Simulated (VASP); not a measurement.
These are PBE GGA, VASP's PBE PAW potentials (set 64) (plane waves; VASP 6.6.1) values and carry that method's errors.

Input for VASP

INCAR:
```
EDIFF = 1E-6
SYSTEM = BN
SIGMA = 0.05
PREC = Accurate
ISMEAR = 0
LASPH = .TRUE.   # aspherical one-centre terms
ENCUT = 500   # plane-wave cut-off (eV)
LREAL = .FALSE.   # projection in real space or not
LCHARG = .FALSE.
ALGO = Normal   # blocked Davidson
GGA = PE
NELM = 100   # most electronic steps
LWAVE = .TRUE.
```

**POSCAR**
```
BN
1
    2.5123138264     0.0000000000     0.0000000000
   -1.2561569131     2.1757278074     0.0000000000
    0.0000000000     0.0000000000     8.0066973696
B N
2 2
Direct
  0.6666670000   0.3333330000   0.7500000000
  0.3333330000   0.6666670000   0.2500000000
  0.0000000000   0.0000000000   0.7500000000
  0.0000000000   0.0000000000   0.2500000000
```

KPOINTS:
```
Automatic mesh
0
G
 8 8 2
0 0 0
```

POTCAR, in this order: B N (PBE.64 set). Program: vasp_std.

Without a dispersion term in the relaxation, distances and binding between the weakly bound layers, chains or molecules are unreliable, and so is what depends on them.

Question: Predict the energy per atom (σ→0).

Answer: 
```yaml
energy per atom (σ→0): -849.0 kJ/mol-atom
```

**OSZICAR**
```
...
DAV:   7    -0.353009286110E+02    0.31515E+00   -0.51505E-01   616   0.603E+00    0.314E+00
DAV:   8    -0.351997813056E+02    0.10115E+00   -0.36646E-01   580   0.447E+00    0.465E-01
DAV:   9    -0.351969368382E+02    0.28445E-02   -0.15378E-02   580   0.109E+00    0.191E-01
DAV:  10    -0.351987107758E+02   -0.17739E-02   -0.17654E-03   548   0.370E-01    0.453E-02
DAV:  11    -0.351989404160E+02   -0.22964E-03   -0.25067E-04   592   0.150E-01    0.290E-02
DAV:  12    -0.351989404648E+02   -0.48774E-07   -0.56156E-05   544   0.639E-02    0.507E-03
DAV:  13    -0.351989408674E+02   -0.40258E-06   -0.27766E-06   556   0.149E-02
   1 F= -.35198941E+02 E0= -.35198941E+02  d E =-.404426E-16
```

The structure comes from a computed database's BN entry (P6_3/mmc); how it stands against other phases isn't given here. It was relaxed first, which changed the volume by +10 %.
